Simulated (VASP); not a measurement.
An input for Quantum ESPRESSO's pw.x (written as the equivalent of a VASP run, and not itself run):

```
&CONTROL
  calculation = 'scf'
  pseudo_dir = './pseudo'
  outdir = './out'
  tprnfor = .true.
  tstress = .true.
/
&SYSTEM
  ibrav = 0
  nat = 2
  ntyp = 2
  ecutwfc = 102
  occupations = 'smearing'
  smearing = 'gaussian'
  degauss = 0.003675
  input_dft = 'pbe'
/
&ELECTRONS
  conv_thr = 7.3e-08
  electron_maxstep = 100
/
ATOMIC_SPECIES
  Cd 112.414 Cd.upf
  O 15.999 O.upf
CELL_PARAMETERS angstrom
     0.0000000    2.3500000    2.3500000
     2.3500000    0.0000000    2.3500000
     2.3500000    2.3500000    0.0000000
ATOMIC_POSITIONS crystal
  Cd   0.0000000  0.0000000  0.0000000
  O    0.5000000  0.5000000  0.5000000
K_POINTS automatic
  9 9 9 0 0 0
```

Task: Write the VASP files for the same calculation (PBE).

Result: One answer among several that fit: 
**INCAR**
```
ALGO  =  Normal
EDIFF  =  1E-6
ENCUT  =  520
GGA  =  PE
ISIF  =  2
ISMEAR  =  0
LASPH  =  .TRUE.
LCHARG  =  .FALSE.
LMAXMIX  =  4
LREAL  =  .FALSE.
LWAVE  =  .FALSE.
NELM  =  100
PREC  =  Accurate
SIGMA  =  0.05
SYSTEM  =  CdO
```

KPOINTS:
```
kpoints
0
gamma
 9 9 9
0 0 0
```

POSCAR:
```
CdO
1
    0.0000000000     2.3500000000     2.3500000000
    2.3500000000     0.0000000000     2.3500000000
    2.3500000000     2.3500000000     0.0000000000
Cd O
1 1
Direct
  0.0000000000   0.0000000000   0.0000000000
  0.5000000000   0.5000000000   0.5000000000
```

POTCAR, in this order: Cd O (PBE.64 set). Program: vasp_std.

Limits of the translation: the potentials are each code's own (VASP's PAW set, PseudoDojo norm-conserving files in pw.x), so ENCUT and ecutwfc are chosen apart and not converted; conv_thr bounds pw.x's estimated SCF error, while EDIFF bounds the energy change between steps.

The compound is CdO in the rock salt structure. The cell was not relaxed at this level.
